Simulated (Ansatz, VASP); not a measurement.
**HPbNO4: VASP beside Ansatz**

```
CELL_PARAMETERS angstrom
4.33157 -0.00041 0.00644
-2.11141 5.27628 -0.04972
-2.15172 -1.89029 4.97959
ATOMIC_POSITIONS crystal
H 0.99073 0.03330 0.90994
Pb 0.50274 0.81989 0.14287
N 0.00838 0.47408 0.50265
O 0.99816 0.92741 0.02877
O 0.19467 0.73435 0.60852
O 0.81673 0.35882 0.24556
O 0.01381 0.33121 0.65217
```

Change from the starting cell: volume scaled by 1.04.

Alike in both runs: task single point; functional PBE; k mesh 8 × 6 × 6; occupations fermi-dirac, width 0.05 eV; no spin polarisation.

|  | VASP | Ansatz |
| --- | --- | --- |
| version | VASP 6.6.1 | Ansatz 0.2.0 |
| potentials or method | VASP PAW PBE potentials, release 64 (H, Pb_d, N, O) | Ansatz PAW |
| plane-wave cutoff (eV) | 520 | 420 |
| valence electrons in the cell | 44 | 44 |

VASP gave:

```
gap on the k mesh at the Fermi level (eV)       : 2.73
least direct gap on the mesh (eV)               : 3.05
pressure (GPa)                                  : -2.6
largest component of the traceless stress (GPa) : 0.91
rms of the force components (eV/Å)              : 0.271
```

Q: Which values does Ansatz return?

A: gap on the k mesh at the Fermi level (eV): 2.76; least direct gap on the mesh (eV): 3.08; pressure (GPa): -3.0; largest component of the traceless stress (GPa): 1.56; rms of the force components (eV/Å): 0.396.

Atom by atom the forces differ by 0.130 eV/Å (rms over components).

Caveats: spin-orbit coupling is left out, which as a rule narrows the gap of such compounds by several tenths of an eV; the pressure holds a Pulay correction of +0.6 GPa for the finite cutoff (Ansatz). A k mesh can miss the band edges.
